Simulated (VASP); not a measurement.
Input for VASP

File KPOINTS:
```
Automatic mesh
0
Gamma
10 10 10
0 0 0
```

File POSCAR:
```
AuZn
1
    3.1500000000     0.0000000000     0.0000000000
    0.0000000000     3.1500000000     0.0000000000
    0.0000000000     0.0000000000     3.1500000000
Zn Au
1 1
Direct
  0.5000000000   0.5000000000   0.5000000000
  0.0000000000   0.0000000000   0.0000000000
```

INCAR:
```
ALGO = Normal
EDIFF = 1E-6
EDIFFG = -0.01
ENCUT = 520
GGA = RP
IBRION = 2
ISIF = 3
ISMEAR = 1
LASPH = .TRUE.
LCHARG = .FALSE.
LMAXMIX = 6
LREAL = .FALSE.
LWAVE = .FALSE.
NELM = 100
NSW = 60
PREC = Accurate
SIGMA = 0.1
SYSTEM = AuZn
```

POTCAR, in this order: Zn Au (PBE.64 set). Program: vasp_std.

### Question
Translate this RPBE calculation to Ansatz.

### Answer
One equivalent input (not run):
Ansatz 0.2 input:
```yaml
crystal:
  lattice:
    - [3.1500000, 0.0000000, 0.0000000]
    - [0.0000000, 3.1500000, 0.0000000]
    - [0.0000000, 0.0000000, 3.1500000]
  atoms:
    - { symbol: Zn, position: [0.5000000, 0.5000000, 0.5000000] }
    - { symbol: Au, position: [0.0000000, 0.0000000, 0.0000000] }
kpoints:
  mp_grid: { grid: [10, 10, 10] }
hamiltonian:
  xc: rpbe
  pseudopotentials: { kind: paw }
scf:
  occupations: { method: methfessel_paxton, width: 0.1 }
  max_iter: 100
relax:
  max_steps: 60
  f_tol: 0.01
  cell: {}
output: { forces: true, stress: true, eigenvalues: true }
```
Limits of the translation: each code has its own PAW files, so the cut-off isn't converted (ENCUT is set for VASP's; basis.ecutwfc is left out, and Ansatz then takes the one that its files recommend); Ansatz stops its SCF on the density residual and VASP on the energy change (EDIFF).

The compound is AuZn in the CsCl type structure. This run relaxes it. Symmetry was kept, so distortions that lower it aren't found.
